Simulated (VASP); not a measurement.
All values below come from PBE GGA, VASP's PBE PAW potentials (set 64) (plane waves; VASP).

Input for VASP

File POSCAR:
```
Fe
1
   -1.4025832867     1.4025832867     1.4025832867
    1.4025832867    -1.4025832867     1.4025832867
    1.4025832867     1.4025832867    -1.4025832867
Fe
1
Direct
  0.0000000000   0.0000000000   0.0000000000
```

**INCAR**
```
! general
SYSTEM  = Fe
PREC    = Accurate
ENCUT   = 520   ! plane-wave cut-off (eV)
LREAL   = F   ! projection in real space or not
LASPH   = T

! electronic loop
EDIFF   = 1E-7   ! SCF stop (eV)
NELM    = 100   ! most electronic steps
ALGO    = Normal   ! blocked Davidson
LMAXMIX = 4   ! l cut-off of mixed one-centre charges

! smearing
ISMEAR  = 1
SIGMA   = 0.1   ! width (eV)

! functional
GGA     = PE

! spin
ISPIN   = 2
MAGMOM  = 2.2

! ions
ISIF    = 2

! output
LWAVE   = F
LCHARG  = F
LORBIT  = 10
```

File KPOINTS:
```
Automatic mesh
0
G
18 18 18
```

POTCAR, in this order: Fe (PBE.64 set). Program: vasp_std.

Output of the run:

### OSZICAR
```
       N       E                     dE             d eps       ncg     rms          rms(c)
DAV:   1     0.151628954384E+02    0.15163E+02   -0.41290E+03  7308   0.108E+03
DAV:   2    -0.896069377425E+01   -0.24124E+02   -0.22690E+02  7077   0.128E+02
DAV:   3    -0.926814241645E+01   -0.30745E+00   -0.30636E+00  7836   0.199E+01
DAV:   4    -0.926958975415E+01   -0.14473E-02   -0.14472E-02  7683   0.126E+00
DAV:   5    -0.926960312282E+01   -0.13369E-04   -0.13370E-04  7648   0.108E-01    0.117E+01
DAV:   6    -0.830904600171E+01    0.96056E+00   -0.12553E+01  7428   0.574E+01    0.508E+00
DAV:   7    -0.825119681845E+01    0.57849E-01   -0.68278E-01  7436   0.131E+01    0.317E+00
DAV:   8    -0.824596949019E+01    0.52273E-02   -0.80238E-03  8705   0.791E-01    0.151E+00
DAV:   9    -0.823863621140E+01    0.73333E-02   -0.10434E-02  8812   0.898E-01    0.407E-01
DAV:  10    -0.823905138735E+01   -0.41518E-03   -0.16024E-03  8342   0.480E-01    0.128E-01
DAV:  11    -0.823909374628E+01   -0.42359E-04   -0.15583E-04  7511   0.186E-01    0.361E-02
DAV:  12    -0.823909415210E+01   -0.40582E-06   -0.11850E-05  8571   0.489E-02    0.139E-02
DAV:  13    -0.823909357709E+01    0.57501E-06   -0.40382E-06  8599   0.210E-02    0.145E-02
DAV:  14    -0.823909398595E+01   -0.40886E-06   -0.18901E-06  8140   0.156E-02    0.121E-03
DAV:  15    -0.823909395368E+01    0.32271E-07   -0.19327E-08  3579   0.162E-03
   1 F= -.82390940E+01 E0= -.82389158E+01  d E =-.534338E-03  mag=     2.1533
```

### OUTCAR
```
------------------------ aborting loop because EDIFF is reached ----------------------------------------
  FORCE on cell =-STRESS in cart. coord.  units (eV):
  Direction    XX          YY          ZZ          XY          YZ          ZX
  --------------------------------------------------------------------------------------
  Total        0.4017964      0.4017964      0.4017964      0.0000000     -0.0000000      0.0000000
  in kB       58.3271392     58.3271392     58.3271392      0.0000000     -0.0000000      0.0000000
  external PRESSURE =      58.3271392 kB  Pullay stress =       0.0000000 kB
  volume of cell :       11.04
      direct lattice vectors                 reciprocal lattice vectors
    -1.402583287  1.402583287  1.402583287     0.000000000  0.356485069  0.356485069
     1.402583287 -1.402583287  1.402583287     0.356485069  0.000000000  0.356485069
     1.402583287  1.402583287 -1.402583287     0.356485069  0.356485069  0.000000000
 POSITION                                       TOTAL-FORCE (eV/Angst)
 -----------------------------------------------------------------------------------
      0.00000      0.00000      0.00000        -0.000000      0.000000     -0.000000
 -----------------------------------------------------------------------------------
    total drift:                                0.000000     -0.000000      0.000000
  FREE ENERGIE OF THE ION-ELECTRON SYSTEM (eV)
  ---------------------------------------------------
  free  energy   TOTEN  =        -8.2390939537 eV

  energy  without entropy=       -8.2385596155  energy(sigma->0) =       -8.23891584

 total charge

# of ion       s       p       d       tot
------------------------------------------
    1        0.500   0.569   6.261   7.330

 magnetization (x)

# of ion       s       p       d       tot
------------------------------------------
    1       -0.013  -0.055   2.213   2.145
```
(Selected blocks of OUTCAR.)

The compound is Fe in the bcc structure. This cell is one point of a volume scan, at 0.97 of the reference volume.
